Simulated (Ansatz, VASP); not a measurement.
# One calculation of TiPdSe4, two programs

```
Ti Pd Se
1.0
    -4.01327    4.01327    2.32385
     4.01327   -4.01327    2.32385
     4.01327    4.01327   -2.32385
Ti Pd Se
1 1 4
Direct
  0.50000 0.50000 0.00000
  0.00000 0.00000 0.00000
  0.50000 0.80675 0.30675
  0.50000 0.19325 0.69325
  0.19325 0.50000 0.69325
  0.80675 0.50000 0.30675
```

Alike in both runs: functional PBE; k mesh 3 × 3 × 3; occupations gaussian, width 0.15 eV; collinear spin.

Ansatz relaxed the structure, and its values are those at the end. VASP's run is a single point on that final structure, the one shown.

|  | VASP | Ansatz |
| --- | --- | --- |
| version | VASP 6.6.1 | Ansatz 0.2.0 |
| potentials or method | VASP PAW PBE potentials, release 64 (Ti_sv, Pd, Se) | scalar-relativistic, plane waves, PAW |
| plane-wave cutoff (eV) | 520 | 420 |
| valence electrons in the cell | 46 | 94 |

```csv
,VASP,Ansatz,Ansatz less VASP
gap on the k mesh at the Fermi level (eV),none,none,-
pressure (GPa),0.0,-0.1,-0.07
rms of the force components (eV/Å),0.008,0.007,-0.0011
net moment per atom (μB),0.00,0.00,0.000
```

A gap of «none» marks a metal or a gap that the smearing closes. The two sets of potentials don't hold the same shells in valence. Ansatz warned: «seeded_moment_not_kept».

Caveats: the k mesh is coarse (spacing up to 0.52 Å⁻¹), so the values aren't converged.
